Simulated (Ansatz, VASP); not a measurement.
# Ti2NO2: VASP beside Ansatz, part 2 of 2

Wanted: the spread between two codes on one cell, functional and k mesh. The structure shown is the start of the Ansatz relaxation below; VASP solves that cell, so the two are compared at the walk's first step.

VASP 6.6.1 and Ansatz 0.2.0.

So far. Step 4 (Differences): The forces differ by 16 meV/Å r.m.s., which is 2.0 % of the r.m.s. force of 0.823 eV/Å (both taken over all components). With vacuum in the cell, a pressure given here is an average over mostly empty space and none of the material.

**6. VASP: single point, PBEsol, start cell, pair 2**

Level of this step: PBEsol, no spin polarisation; plane waves and PAW (N, Ti_sv, O) (VASP).

The same cell, functional, mesh and smearing now go to VASP, with its own data sets.

The input, INCAR:

```
SYSTEM = Ti2NO2
PREC = Accurate
ENCUT = 520
EDIFF = 1E-06
NELM = 120
ISMEAR = 0
SIGMA = 0.1
LREAL = .FALSE.
ALGO = Normal
GGA = PS
NBANDS = 26
LASPH = .TRUE.
LORBIT = 11
LWAVE = .FALSE.
LCHARG = .FALSE.
ISIF = 2
LDIPOL = .TRUE.
IDIPOL = 3
DIPOL = 0.5 0.5 0.307
LVHAR = .TRUE.
GGA_COMPAT = .FALSE.
NELMDL = -8
KPAR = 2
```

The input, POSCAR:

```
Ti2NO2
1.0
    2.9631260000      0.0000000000      0.0000000000
   -1.4815630000      2.5661420000      0.0000000000
    0.0000000000      0.0000000000     32.6000000000
N Ti O
1 2 2
Direct
    0.0000000000      0.0000000000      0.3067484663
    0.3333332684      0.6666665368      0.3451709816
    0.6666667316      0.3333334632      0.2683259509
    0.6666667316      0.3333334632      0.3741542638
    0.3333332684      0.6666665368      0.2393426687
```

The input, KPOINTS:

```
Automatic mesh
0
Gamma
15 15 1
0 0 0
```

PAW data sets: N, Ti_sv and O (PBE family, release 64).

The run is started by

```sh
$ mpirun -np 2 vasp_std
```

Numbers of over 12 decimals in the logs are rounded to 6 here.

The program printed:

```text
[banner, memory and clock lines left out]
running    2 mpi-ranks, on    1 nodes
[...]
[... a notice as in an earlier step ...]

 LDA part: xc-table for (Slater+PW92), standard interpolation
 POSCAR, INCAR and KPOINTS ok, starting setup
[...]
entering main loop
       N       E                     dE             d eps       ncg     rms          rms(c)
DAV:   1     0.480444501860E+03    0.48044E+03   -0.20575E+04  1708   0.136E+03
DAV:   2     0.186844771949E+02   -0.46176E+03   -0.45437E+03  1830   0.407E+02
DAV:   3    -0.541654888653E+02   -0.72850E+02   -0.72249E+02  1996   0.164E+02
DAV:   4    -0.602343168365E+02   -0.60688E+01   -0.60622E+01  2296   0.444E+01
[...]
DAV:  27    -0.482477303909E+02   -0.10718E-05   -0.10915E-07   718   0.246E-03    0.316E-04
DAV:  28    -0.482477320872E+02   -0.16963E-05   -0.17400E-07   734   0.234E-03    0.689E-04
DAV:  29    -0.482477323025E+02   -0.21526E-06   -0.41797E-08   702   0.172E-03
   1 F= -.48247732E+02 E0= -.48237701E+02  d E =-.200628E-01
```

OUTCAR, selected parts (step 6):

```text
  Total        0.2779110      0.2779109      0.0731420      0.0000000     -0.0000000      0.0000000
  in kB        1.7962548      1.7962543      0.4727475      0.0000000     -0.0000000      0.0000000
  external PRESSURE =       1.3550855 kB  Pullay stress =       0.0000000 kB

 POSITION                                       TOTAL-FORCE (eV/Angst)
 -----------------------------------------------------------------------------------
      0.00000      0.00000     10.00000        -0.000000     -0.000000      0.000000
     -0.00000      1.71076     11.25257         0.000000     -0.000000      0.004290
      1.48156      0.85538      8.74743        -0.000000      0.000000     -0.004290
      1.48156      0.85538     12.19743         0.000000      0.000000      0.030205
     -0.00000      1.71076      7.80257        -0.000000      0.000000     -0.030205
 -----------------------------------------------------------------------------------
    total drift:                                0.000000      0.000000      0.000200

  FREE ENERGIE OF THE ION-ELECTRON SYSTEM (eV)
  ---------------------------------------------------
  free  energy   TOTEN  =       -48.2477323025 eV

  energy  without entropy=      -48.2276695365  energy(sigma->0) =      -48.23770092

[... 3 further parts left out ...]
[key lines of the parts left out:]
E-fermi :  -2.9875
```

The run ends at a pressure of 0.14 GPa, with forces up to 0.030 eV/Å.

**7. Side by side**

What differs besides the data sets and the points named for the pairs above, as far as they apply: the cutoff is 420 eV in Ansatz and 520 eV in VASP. Total energies have different zeros and are not compared.

At this near-relaxed geometry the largest component of a force difference is 54 meV/Å. With vacuum in the cell, a pressure given here is an average over mostly empty space and none of the material.

**8. Ansatz: relaxation, PBEsol**

The two programs are compared at the cell with which this relaxation starts, whose forces are those of its first step.

The structure compared here is the start of the Ansatz relaxation; VASP solves that cell, so the two are compared at the walk's first step.

The input, input.yaml:

```yaml
crystal:
  lattice:
    - [2.9642814843, 0.0, 0.0]
    - [-1.4821407421, 2.5671430694, 0.0]
    - [0.0, 0.0, 32.6]
  atoms:
    - { symbol: "N", position: [0.0, 0.0, 0.3067484663] }
    - { symbol: Ti, position: [0.3333333333, 0.6666666667, 0.3451763039] }
    - { symbol: Ti, position: [0.6666666667, 0.3333333333, 0.2683206287] }
    - { symbol: O, position: [0.6666666667, 0.3333333333, 0.374092164] }
    - { symbol: O, position: [0.3333333333, 0.6666666667, 0.2394047686] }
  periodic: [true, true, false]
kpoints:
  mp_grid: { grid: [18, 18, 1] }
hamiltonian:
  xc: pbesol
scf:
  occupations: { method: methfessel_paxton, width: 0.15 }
output:
  forces: true
  stress: true
  eigenvalues: true
  write_density: true
  write_potential: true
  elf: true
  volumetric_format: npy
relax:
  adjacent_minimum: "off"
  f_tol: 0.001
  max_steps: 60
  cell: { stress_2d_tol: 0.002 }
```

The run is started by

```sh
$ ansatz run input.yaml --threads 8 --pin off --max-ram 14336MiB --backend cpu --events-out ev --progress --plain --runs-dir out
```

The program printed:

```text
[...]
Crystal: 5 atoms, lattice volume = 248.077 Å³
Basis set: ecut = 420 eV, 4729 PW (Γ), exchange–correlation on 40×40×450 points (8 copies of the dense FFT grid, shifted against one another)
Bands: 26, of which v1, the nominal top of the filled ones, is band 21 counted from 1 (20 counted from 0)
Symmetry: 12 space group operations
[...]
k-points: 37 of 324
[...]
cell:  # Å, volume = 247.8973 Å³
    - [2.963205, -2.8856998300615852e-11, 0]
    - [-1.481603, 2.566211, 0]
    - [0, 0, 32.6]
  atoms:
    - { symbol: N, position: [0, 0, 0.3067484663] }
    - { symbol: Ti, position: [0.333333, 0.666667, 0.345169] }
    - { symbol: Ti, position: [0.666667, 0.333333, 0.268327] }
    - { symbol: O, position: [0.666667, 0.333333, 0.374138] }
    - { symbol: O, position: [0.333333, 0.666667, 0.239359] }
[key lines of the parts left out:]
SCF converged after 10 iterations
Free energy (F): -6455.443058 eV
Fermi energy:    -5.829227 eV
P = ½ c Tr σ = -0.0001 N/m
```

**9. VASP: single point, PBEsol, start cell, pair 3**

The same cell, functional, mesh and smearing now go to VASP, with its own data sets.

Edit INCAR of step 6 so:

```diff
@@ -5,4 +5,4 @@
 NELM = 120
-ISMEAR = 0
-SIGMA = 0.1
+ISMEAR = 1
+SIGMA = 0.15
 LREAL = .FALSE.
```

The input, POSCAR:

```
Ti2NO2
1.0
    2.9642810000      0.0000000000      0.0000000000
   -1.4821410000      2.5671430000      0.0000000000
    0.0000000000      0.0000000000     32.6000000000
N Ti O
1 2 2
Direct
    0.0000000000      0.0000000000      0.3067484663
    0.3333335107      0.6666667965      0.3451763190
    0.6666668266      0.3333332035      0.2683206135
    0.6666668266      0.3333332035      0.3740921779
    0.3333335107      0.6666667965      0.2394047546
```

The input, KPOINTS:

```
Automatic mesh
0
Gamma
18 18 1
0 0 0
```

The run is started by

```sh
$ mpirun -np 2 vasp_std
```

The program printed:

```text
[... set-up lines as in an earlier step ...]
 entering main loop
       N       E                     dE             d eps       ncg     rms          rms(c)
DAV:   1     0.486549569138E+03    0.48655E+03   -0.20612E+04  2308   0.136E+03
DAV:   2     0.184575198136E+02   -0.46809E+03   -0.46099E+03  2540   0.410E+02
DAV:   3    -0.539439171731E+02   -0.72401E+02   -0.71938E+02  2700   0.165E+02
DAV:   4    -0.602005857725E+02   -0.62567E+01   -0.62407E+01  3158   0.453E+01
[...]
DAV:  26    -0.482411737101E+02   -0.25193E-05   -0.14948E-07   990   0.257E-03    0.326E-04
DAV:  27    -0.482411750865E+02   -0.13764E-05   -0.11701E-07   970   0.191E-03    0.540E-04
DAV:  28    -0.482411756711E+02   -0.58457E-06   -0.39282E-08   982   0.131E-03
   1 F= -.48241176E+02 E0= -.48240153E+02  d E =-.306696E-02
```

Parts of OUTCAR (step 9):

```text
  Total        0.2197965      0.2197966      0.1338170     -0.0000000     -0.0000000      0.0000000
  in kB        1.4195292      1.4195296      0.8642407     -0.0000003     -0.0000000      0.0000000
  external PRESSURE =       1.2344332 kB  Pullay stress =       0.0000000 kB

 POSITION                                       TOTAL-FORCE (eV/Angst)
 -----------------------------------------------------------------------------------
      0.00000      0.00000     10.00000         0.000000      0.000000      0.000000
     -0.00000      1.71143     11.25275         0.000000     -0.000000     -0.044193
      1.48214      0.85571      8.74725        -0.000000      0.000000      0.044193
      1.48214      0.85571     12.19540        -0.000000      0.000000      0.071654
     -0.00000      1.71143      7.80459        -0.000000      0.000000     -0.071654
 -----------------------------------------------------------------------------------
    total drift:                               -0.002786      0.000000      0.000173

  FREE ENERGIE OF THE ION-ELECTRON SYSTEM (eV)
  ---------------------------------------------------
  free  energy   TOTEN  =       -48.2411756711 eV

  energy  without entropy=      -48.2381087122  energy(sigma->0) =      -48.24015335

[... 3 further parts left out ...]
[key lines of the parts left out:]
E-fermi :  -2.9803
```

The run ends at a pressure of 0.12 GPa, with forces up to 0.072 eV/Å.

**10. Comparison**

Forces (eV/Å; atoms numbered as in POSCAR):

```
atom        Ansatz x, y, z          VASP x, y, z
  N1   0.000, 0.000, 0.000   0.000, 0.000, 0.000
 Ti2  0.000, 0.000, -0.022  0.000, 0.000, -0.044
 Ti3   0.000, 0.000, 0.022   0.000, 0.000, 0.044
  O4   0.000, 0.000, 0.017   0.000, 0.000, 0.072
  O5  0.000, 0.000, -0.017  0.000, 0.000, -0.072
```

The forces differ by 21 meV/Å r.m.s., where the r.m.s. force is 0.010 eV/Å in Ansatz and 0.031 eV/Å in VASP: the atoms lie near their places of rest in Ansatz, so a percentage would say little (all taken over all components). With vacuum in the cell, a pressure given here is an average over mostly empty space and none of the material.

**11. Summary of results**

* r.m.s. force difference (single point, PBEsol, start cell, pair 1): 2.0 % of the r.m.s. force
* r.m.s. force difference (single point, PBEsol, start cell, pair 2): 21 meV/Å
* r.m.s. force difference (single point, PBEsol, start cell, pair 3): 21 meV/Å

**Reading.** The r.m.s. force difference is 21 meV/Å (single point, PBEsol, start cell, pair 3), beyond the 12 meV/Å picked in this series as the mark of a large difference. What causes the difference of the single point, PBEsol, start cell, pair 2 pair stays open here. What causes the difference of the single point, PBEsol, start cell, pair 3 pair stays open here. 7 further runs of this series are not shown here. Such differences can come from data sets, numerical settings and the points named under the comparisons, not from the functional's error against experiment.

[Lines on the potential files, build, host, timing and source positions are cut from VASP's logs without a mark.]

[Logs are printed without paths, hosts, clocks, repeated set-up lines and the standing remarks that a program may print on its own settings, such as how far it seeks lower states.]

[Hosts, paths, dates, database ids (printed as entryN), source tags and the programs' standing remarks are cut or masked in the printed files.]
